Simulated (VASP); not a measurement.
Given:

```
Zn
1.0
    1.33000    -2.30363     0.00000
    1.33000     2.30363     0.00000
    0.00000     0.00000     4.95000
Zn
2
Direct
  0.33333   0.66667   0.25000
  0.66667   0.33333   0.75000
```

Level of theory: PBE GGA, VASP's PBE PAW potentials (set 64) (plane waves; VASP 6.6.1). Numerical set-up: 400 eV cut-off, 14×14×7 Γ-centred mesh, first-order Methfessel-Paxton smearing of 0.10 eV, potentials Zn.

Question: Give the stress tensor in GPa (positive for a compressed cell).

Answer: 
```
 0.41   0.00   0.00
 0.00   0.41   0.00
 0.00   0.00  -1.88
```
The pressure is its mean diagonal, -0.35 GPa.

The compound is Zn in the hcp structure. The cell was not relaxed at this level.
